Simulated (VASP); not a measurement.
## ZnH12Cl2O6: single point with PBE+D3(BJ)

The system is ZnH12Cl2O6.

```xyz
21
Lattice="6.8385 0.0000 0.0000 0.0000 6.8385 0.0000 0.0000 0.0000 6.8385" Properties=species:S:1:pos:R:3 pbc="T T T"
O    -0.1169    1.6030    7.4390
O     3.4987    6.5311    5.5213
O     6.3613    6.3043    5.7422
O     1.8983    5.5681    3.5653
O     2.5167    5.0350    0.8872
O     3.9102    3.0088    4.8983
H     0.7026    1.7352    7.9309
H    -0.0383    0.7784    6.7746
H     3.5020    7.4773    5.2483
H     3.0562    6.0244    4.6955
H     6.7476    5.4967    5.9668
H     5.3184    6.1906    5.7573
H     2.1685    5.3695    2.6238
H     1.0142    5.9508    3.5372
H     2.7543    5.5245    0.0977
H     2.9876    4.1866    1.0081
H     3.0407    3.2559    4.5931
H     4.3992    3.4106    4.1711
Zn    5.0481    0.8658    1.7284
Cl    3.1979    1.7970    1.9706
Cl    5.6864    5.8517    2.5137
```

The cell was built by a generator and needn't be a form met in nature.

```json
{"Program": "VASP 6.6.1", "Task": "single point", "Functional": "PBE", "Dispersion": "D3(BJ)", "Potentials or basis": "VASP PAW PBE potentials, release 64 (O, H, Zn, Cl)", "Cutoff": "520 eV", "k mesh": "1 × 1 × 1", "Occupations": "fermi-dirac, width 0.02 eV", "Spin": "no spin polarisation", "Dipole correction": "no", "Further INCAR settings": "LREAL = Auto; ALGO = Normal; EDIFF = 1e-06; NBANDS = 53"}
```

```yaml
Pressure: -0.4 GPa
Largest_force: 4.067 eV/Å
Band_gap_on_the_k_mesh: 4.00 eV, direct
Dispersion_energy_per_atom: -0.043 eV
```

Forces on the atoms (eV/Å):
```
O   -1.198 -1.324 -1.147
O   -0.330 -0.696 -1.412
O   -2.889  2.847 -0.302
O    1.058 -0.631 -0.025
O   -0.831 -0.815  1.568
O    0.542 -0.148  0.346
H    0.556 -0.227  0.100
H    0.024  0.979  0.870
H   -0.044 -0.353  0.111
H    0.408  1.222  1.312
H    1.087 -2.559  0.859
H    1.807  0.176 -0.289
H   -0.292  0.390  0.196
H   -0.510  0.148 -0.079
H    0.801  0.340 -0.855
H    0.105  0.358 -0.683
H   -1.391  0.111  0.040
H    0.844  0.066 -0.267
Zn   0.850  0.070 -0.387
Cl  -0.724  0.676 -0.028
Cl   0.127 -0.630  0.073
```

Stress tensor (GPa, compression positive):
```
-0.13 -1.70 -0.12
-1.70 -0.33 -1.13
-0.12 -1.13 -0.61
```

Levels at points of the mesh, in eV from the valence-band top:
| k point | band 33 | band 34 | band 35 | band 36 | band 37 | band 38 | band 39 | band 40 | band 41 | band 42 |
| --- | --- | --- | --- | --- | --- | --- | --- | --- | --- | --- |
| (0.00, 0.00, 0.00) | -0.43 | -0.29 | -0.27 | -0.10 | 0.00 | 4.00 | 6.02 | 6.45 | 7.70 | 7.91 |

Run time: 75 s on 1 thread of AMD EPYC 7R43 64-Core Processor (Zen 3), on a shared host, peak memory 0.31 GiB.

As with any semilocal functional, this PBE gap is likely too small.
